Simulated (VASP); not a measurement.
Output of a VASP run:

**OSZICAR**
```
       N       E                     dE             d eps       ncg     rms          rms(c)
DAV:   1     0.399618528338E+02    0.39962E+02   -0.57905E+03  2424   0.139E+03
DAV:   2    -0.107054213278E+02   -0.50667E+02   -0.48378E+02  2404   0.208E+02
DAV:   3    -0.119582110928E+02   -0.12528E+01   -0.12387E+01  2844   0.423E+01
DAV:   4    -0.119790250910E+02   -0.20814E-01   -0.20787E-01  2874   0.488E+00
DAV:   5    -0.119796251585E+02   -0.60007E-03   -0.59952E-03  2774   0.859E-01    0.120E+01
DAV:   6    -0.137278411006E+02   -0.17482E+01   -0.57129E+01  2672   0.131E+02    0.153E+01
DAV:   7    -0.105461452585E+02    0.31817E+01   -0.16281E+01  2644   0.782E+01    0.105E+00
DAV:   8    -0.105411369915E+02    0.50083E-02   -0.38039E-01  2944   0.780E+00    0.103E+00
DAV:   9    -0.105272077810E+02    0.13929E-01   -0.56437E-02  2818   0.393E+00    0.183E-01
DAV:  10    -0.105268588632E+02    0.34892E-03   -0.15326E-03  2814   0.629E-01    0.788E-02
DAV:  11    -0.105268543469E+02    0.45163E-05   -0.39761E-05  2788   0.631E-02    0.272E-02
DAV:  12    -0.105268521248E+02    0.22221E-05   -0.62156E-06  2890   0.471E-02    0.337E-03
DAV:  13    -0.105268518020E+02    0.32278E-06   -0.18371E-07  1806   0.429E-03    0.184E-03
DAV:  14    -0.105268518097E+02   -0.76989E-08   -0.82724E-08  1288   0.337E-03
   1 F= -.11424837E+02 E0= -.11424837E+02  d E =0.000000E+00
```

File OUTCAR:
```
------------------------ aborting loop because EDIFF is reached ----------------------------------------
  Edisp (eV):   -0.89798
  FORCE on cell =-STRESS in cart. coord.  units (eV):
  Direction    XX          YY          ZZ          XY          YZ          ZX
  --------------------------------------------------------------------------------------
  Total      -0.04518    -0.04518    -0.04518     0.00000    -0.00000     0.00000
  in kB      -3.08675    -3.08675    -3.08675     0.00000    -0.00000     0.00000
  external pressure =       -3.09 kB  Pullay stress =        0.00 kB
  volume of cell :       23.45
      direct lattice vectors                 reciprocal lattice vectors
     2.862230954  0.000000000  0.000000000     0.349377816  0.000000000  0.000000000
     0.000000000  2.862230954  0.000000000     0.000000000  0.349377816  0.000000000
     0.000000000  0.000000000  2.862230954     0.000000000  0.000000000  0.349377816
 POSITION                                       TOTAL-FORCE (eV/Angst)
 -----------------------------------------------------------------------------------
      1.43112      1.43112      1.43112         0.000000      0.000000      0.000000
      0.00000      0.00000      0.00000         0.000000      0.000000      0.000000
 -----------------------------------------------------------------------------------
    total drift:                                0.000000      0.000000      0.000000
  FREE ENERGIE OF THE ION-ELECTRON SYSTEM (eV)
  ---------------------------------------------------
  free  energy   TOTEN  =       -11.4248367611 eV

  energy  without entropy=      -11.4248367611  energy(sigma->0) =      -11.42483676

 total charge

# of ion       s       p       d       tot
------------------------------------------
    1        0.386   0.423   0.000   0.808
    2        0.483   0.533   8.484   9.500
--------------------------------------------------
tot          0.869   0.955   8.484  10.309
```
(Selected blocks of OUTCAR.)

POSCAR:
```
NiAl
1
    2.8622309538     0.0000000000     0.0000000000
    0.0000000000     2.8622309538     0.0000000000
    0.0000000000     0.0000000000     2.8622309538
Al Ni
1 1
Direct
  0.5000000000   0.5000000000   0.5000000000
  0.0000000000   0.0000000000   0.0000000000
```

Question: Write an INCAR and KPOINTS that could have produced this output.

Answer: This is not unique; one that fits is the input of the run itself, PBE GGA with D4 dispersion, plane waves, VASP's PBE PAW potentials (set 64).

**INCAR**
```
SYSTEM=NiAl
PREC=Accurate; ENCUT=520; LREAL=.False.
LASPH=.True.
EDIFF=1E-7; NELM=100; ALGO=Normal
LMAXMIX=4
ISMEAR=-5
GGA=PE; IVDW=13
ISIF=2
LWAVE=.False.; LCHARG=.True.; LORBIT=11
NEDOS=601
```

### KPOINTS
```
K-points
0
Gamma
14 14 14
```

POTCAR, in this order: Al Ni (PBE.64 set). Program: vasp_std.

For a metal the tetrahedron method with Blöchl corrections gives inexact stress and forces.

The compound is NiAl in the CsCl type structure. It was relaxed first. The run is not spin-polarised, so no magnetic state was tried. The electron count is odd and the run is not spin-polarised, which forces a metal.
